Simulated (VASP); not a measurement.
Consider the following.

```
LiBr
1.0
    0.00000     2.75999     2.75999
    2.75999     0.00000     2.75999
    2.75999     2.75999     0.00000
Li Br
1 1
Direct
  0.00000   0.00000   0.00000
  0.50000   0.50000   0.50000
```

These are PBE GGA, VASP's PBE PAW potentials (set 64) (plane waves; VASP) values and carry that method's errors. Numerical set-up: 400 eV cut-off, 10×10×10 Γ-centred mesh, Fermi-Dirac smearing of 0.020 eV, potentials Li_sv Br.

Q: Estimate the energy per atom (σ→0).

A: 
energy per atom (σ→0): -3.346 eV/atom

Total energies compare only between runs with the same potentials, cut-off and functional.

The structure comes from a computed database's LiBr entry; how it stands against other phases isn't given here. The cell was not relaxed at this level.
